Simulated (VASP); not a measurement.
A convergence study with VASP on TiC (rock salt): one setting is varied, all else stays as given below, so the limit is that of these other settings.

```
TiC
1.0
    0.00000     2.16500     2.16500
    2.16500     0.00000     2.16500
    2.16500     2.16500     0.00000
Ti C
1 1
Direct
  0.00000   0.00000   0.00000
  0.50000   0.50000   0.50000
```

All values below come from LDA (Ceperley-Alder, Perdew-Zunger), VASP's LDA PAW potentials (set 64) (plane waves; VASP). The tightest run used: 700 eV cut-off, 24×24×24 Γ-centred mesh, first-order Methfessel-Paxton smearing of 0.10 eV, potentials Ti_sv C.

Task: The settings run are 1×1×1 mesh; 2×2×2 mesh; 3×3×3 mesh; 4×4×4 mesh; 5×5×5 mesh; 6×6×6 mesh; 7×7×7 mesh; 8×8×8 mesh; 9×9×9 mesh; 10×10×10 mesh; 11×11×11 mesh; 13×13×13 mesh; 14×14×14 mesh; 15×15×15 mesh; 16×16×16 mesh; 17×17×17 mesh; 18×18×18 mesh; 19×19×19 mesh; 20×20×20 mesh; 21×21×21 mesh; 22×22×22 mesh; 23×23×23 mesh; 24×24×24 mesh. From which on does the energy per atom stay within 0.01 eV/atom of the tightest run?

Result: From 6×6×6 mesh on: it is off by 0.0059 there and by no more than 0.01 in any finer run, while 5×5×5 mesh is off by 0.0203.
```
setting        E (eV/atom)  pressure (GPa)  irreducible k-points  difference judged (eV/atom)
-------------  -----------  --------------  --------------------  ---------------------------
1×1×1 mesh         -0.1295          119.21                     1                      10.1249
2×2×2 mesh         -9.5347            1.88                     3                       0.7197
3×3×3 mesh        -10.1443          -10.67                     4                       0.1101
4×4×4 mesh        -10.2314          -12.71                     8                       0.0230
5×5×5 mesh        -10.2341          -12.19                    10                       0.0203
6×6×6 mesh        -10.2485          -11.83                    16                       0.0059
7×7×7 mesh        -10.2505          -11.82                    20                       0.0039
8×8×8 mesh        -10.2531          -11.85                    29                       0.0013
9×9×9 mesh        -10.2534          -11.83                    35                       0.0010
10×10×10 mesh     -10.2539          -11.82                    47                       0.0005
11×11×11 mesh     -10.2543          -11.83                    56                       0.0002
13×13×13 mesh     -10.2544          -11.85                    84                       0.0000
14×14×14 mesh     -10.2544          -11.86                   104                       0.0001
15×15×15 mesh     -10.2541          -11.88                   120                       0.0003
16×16×16 mesh     -10.2541          -11.87                   145                       0.0004
17×17×17 mesh     -10.2543          -11.86                   165                       0.0001
18×18×18 mesh     -10.2544          -11.86                   195                       0.0000
19×19×19 mesh     -10.2545          -11.85                   220                       0.0001
20×20×20 mesh     -10.2546          -11.85                   256                       0.0002
21×21×21 mesh     -10.2547          -11.86                   286                       0.0003
22×22×22 mesh     -10.2546          -11.87                   328                       0.0002
23×23×23 mesh     -10.2545          -11.87                   364                       0.0001
24×24×24 mesh     -10.2544          -11.87                   413                       0.0000
```

Left out are rungs that failed or repeat a setting and relaxations that didn't move; long series are thinned to 24 rows.

The compound is TiC in the rock salt structure. The cell was not relaxed at this level.
